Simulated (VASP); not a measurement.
```xyz
2
Lattice="0.0000 3.5565 3.5565 3.5565 0.0000 3.5565 3.5565 3.5565 0.0000" Properties=species:S:1:pos:R:3 pbc="T T T"
Ta     0.0000     0.0000     0.0000
Te     1.7782     1.7782     1.7782
```

Calculation: PBEsol GGA, VASP's PBE PAW potentials (set 64) (plane waves; VASP). Settings: 400 eV cut-off, 8×8×8 Γ-centred mesh, first-order Methfessel-Paxton smearing of 0.10 eV, potentials Ta_pv Te.

Energy and stress use the plane-wave basis of the starting cell.

Q: The ions, cell shape and volume are relaxed. Give the cell that the relaxation ends in.

A: 
```xyz
2
Lattice="0.0000 3.0936 3.0936 3.0936 0.0000 3.0936 3.0936 3.0936 0.0000" Properties=species:S:1:pos:R:3 pbc="T T T"
Ta     3.0936     3.0936     0.0000
Te     1.5468     1.5468     1.5468
```
Space group F-43m (216), at a tolerance of 0.03 Å.

Q: How do energy and volume change from the first to the last step?

A: The energy (σ→0) changes by -992.7 meV/atom and the volume by -34.2 %, in 6 ionic steps.

```
step  E(σ→0) (eV)  max force (eV/Å)  pressure (GPa)  volume (Å³)
----  -----------  ----------------  --------------  -----------
1        -11.9163             0.000          -13.56        89.97
2        -13.2201             0.000           25.09        48.95
3        -13.9008             0.000           -0.64        59.66
4        -13.9017             0.000            0.11        59.14
5        -13.9017             0.000           -0.12        59.30
6        -13.9017             0.000            0.00        59.22
```

The structure was generated: TaTe was put into the zinc blende type (F-43m), which need not be its known phase. This run relaxes it. Symmetry was kept, so distortions that lower it aren't found. The electron count is odd and the run is not spin-polarised, which forces a metal.
